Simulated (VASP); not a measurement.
An input for Quantum ESPRESSO's pw.x (written as the equivalent of a VASP run, and not itself run):

```
&CONTROL
  calculation = 'vc-relax'
  pseudo_dir = './pseudo'
  outdir = './out'
  tprnfor = .true.
  tstress = .true.
  nstep = 40
  forc_conv_thr = 0.00078
/
&SYSTEM
  ibrav = 0
  nat = 6
  ntyp = 2
  ecutwfc = 86
  occupations = 'smearing'
  smearing = 'gaussian'
  degauss = 0.003675
  input_dft = 'pbe'
/
&ELECTRONS
  conv_thr = 7.3e-08
  electron_maxstep = 100
/
&IONS
/
&CELL
  press = 300
/
ATOMIC_SPECIES
  Mo 95.950 Mo.upf
  Se 78.971 Se.upf
CELL_PARAMETERS angstrom
     1.5743213   -2.7268073    0.0000000
     1.5743213    2.7268073    0.0000000
     0.0000000    0.0000000   11.7933356
ATOMIC_POSITIONS crystal
  Mo   0.3333330  0.6666670  0.2500000
  Mo   0.6666670  0.3333330  0.7500000
  Se   0.3333330  0.6666670  0.8931468
  Se   0.6666670  0.3333330  0.3931468
  Se   0.6666670  0.3333330  0.1068532
  Se   0.3333330  0.6666670  0.6068532
K_POINTS automatic
  8 8 2 0 0 0
```

**Question.** Translate this input to VASP (INCAR, KPOINTS, POSCAR, choice of POTCAR).

**Answer.** One answer among several that fit: 
### POSCAR
```
MoSe2
1
    1.5743212604    -2.7268073298     0.0000000000
    1.5743212604     2.7268073298     0.0000000000
    0.0000000000     0.0000000000    11.7933355692
Mo Se
2 4
Direct
  0.3333330000   0.6666670000   0.2500000000
  0.6666670000   0.3333330000   0.7500000000
  0.3333330000   0.6666670000   0.8931468127
  0.6666670000   0.3333330000   0.3931468127
  0.6666670000   0.3333330000   0.1068531873
  0.3333330000   0.6666670000   0.6068531873
```

**KPOINTS**
```
Automatic mesh
0
Gamma
8 8 2
0 0 0
```

**INCAR**
```
ISIF  =  3   ! ions, shape and volume
NELM  =  100   ! most electronic steps
EDIFFG  =  -0.02
ENCUT  =  500   ! plane-wave cut-off (eV)
LREAL  =  .False.   ! projection in real space or not
LWAVE  =  .False.
LMAXMIX  =  4
LASPH  =  .True.
ALGO  =  Normal   ! blocked Davidson
ISMEAR  =  0   ! Gaussian
EDIFF  =  1E-6   ! SCF stop (eV)
LCHARG  =  .False.
IBRION  =  2   ! conjugate gradients
PREC  =  Accurate
SYSTEM  =  MoSe2
GGA  =  PE   ! PBE
PSTRESS  =  300
NSW  =  40   ! most ionic steps
SIGMA  =  0.05   ! width (eV)
```

POTCAR, in this order: Mo_sv Se (PBE.64 set). Program: vasp_std.

The two are equivalent in intent, not identical: the potentials are each code's own (VASP's PAW set, PseudoDojo norm-conserving files in pw.x), so ENCUT and ecutwfc are chosen apart and not converted; conv_thr bounds pw.x's estimated SCF error, while EDIFF bounds the energy change between steps; forc_conv_thr acts on force components and is met together with etot_conv_thr.

The compound is MoSe2 in the 2H layered structure. This run relaxes it under an external pressure of 30 GPa. Symmetry was kept, so distortions that lower it aren't found.
